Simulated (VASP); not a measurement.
```yaml
crystal:
  lattice:
    - [0.00000, 2.75809, 2.75809]
    - [2.75809, 0.00000, 2.75809]
    - [2.75809, 2.75809, 0.00000]
  atoms:
    - { symbol: Al, position: [0.00000, 0.00000, 0.00000] }
    - { symbol: As, position: [0.25000, 0.25000, 0.25000] }
```

The numbers are results of PBE GGA, VASP's PBE PAW potentials (set 64) (plane waves; VASP), not measurements. Run with 500 eV cut-off, 8×8×8 Γ-centred mesh, Gaussian smearing of 0.050 eV, potentials Al As.

Task: What does the run give for the energy per atom (σ→0), pressure, band gap (on the k-mesh) with the smallest direct gap where there is one?

Result: 
The band gap (on the k-mesh) is 1.29 eV. The smallest direct gap (on the k-mesh) is 2.69 eV. The energy per atom (σ→0) is -4.622 eV/atom and the pressure is 9.96 GPa.

Total energies compare only between runs with the same potentials, cut-off and functional.

The compound is AlAs in the zinc blende structure. It was relaxed first under an external pressure of 10 GPa.
